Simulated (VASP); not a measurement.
ZnO (wurtzite), at 0.96 of the tabulated volume:

```
CELL_PARAMETERS angstrom
      1.60304    -2.77654     0.00000
      1.60304     2.77654     0.00000
      0.00000     0.00000     5.13959
ATOMIC_POSITIONS crystal
  Zn 0.66667 0.33333 0.50000
  Zn 0.33333 0.66667 0.00000
  O  0.66667 0.33333 0.88200
  O  0.33333 0.66667 0.38200
```

The lowest empty band near Γ, direction in plane, from mBJ (TB09) with spin-orbit coupling in VASP (PAW); its two spin partners are averaged. The gap over the points computed is 2.58 eV, and the next band on that side lies 4.74 eV away at the edge.

Run with 520 eV cut-off, 9×9×5 Γ-centred mesh, Gaussian smearing of 0.050 eV, potentials Zn O.

```json
[
 {"distance from the edge in k (1/Å)": "0.018", "distance in energy (meV)": "3.7"},
 {"distance from the edge in k (1/Å)": "0.025", "distance in energy (meV)": "7.2"},
 {"distance from the edge in k (1/Å)": "0.035", "distance in energy (meV)": "13.9"},
 {"distance from the edge in k (1/Å)": "0.050", "distance in energy (meV)": "28.3"},
 {"distance from the edge in k (1/Å)": "0.070", "distance in energy (meV)": "55.1"}
]
```

Fit E(1 + αE) = ħ²k²/2m* (ħ²/2m0 = 3.810 eV Å²) and predict the row at 0.095 1/Å.

The rows don't resolve α, so a parabola serves: the electron mass is m* = 0.338 m0, and so 101.7 meV. The run gave 100.2 meV, -1.5 meV from the fit.

Left out are points under 3 meV from the edge, since the levels carry 0.1 meV, and points farther than half the way to the next band.

The compound is ZnO in the wurtzite structure. The cell was not relaxed at this level.
